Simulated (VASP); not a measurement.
Given:

```
BaF2
1.0
    0.00000     3.25956     3.25956
    3.25956     0.00000     3.25956
    3.25956     3.25956     0.00000
Ba F
1 2
Cartesian
  0.00000   0.00000   0.00000
  1.62978   1.62978   1.62978
  4.88935   4.88935   4.88935
```

Computed with RPBE GGA, VASP's PBE PAW potentials (set 64) (plane waves; VASP 6.6.1). Run with 520 eV cut-off, 6×6×6 Γ-centred mesh, Gaussian smearing of 0.050 eV, potentials Ba_sv F.

Problem. Predict the energy per atom (σ→0), pressure.

Solution. 
- energy per atom (σ→0): -5.459 eV/atom
- pressure: -2.32 GPa

Only differences to runs with the same potentials and settings are physical.

The compound is BaF2 in the fluorite structure. This cell is one point of a volume scan, at 1.06 of the reference volume.
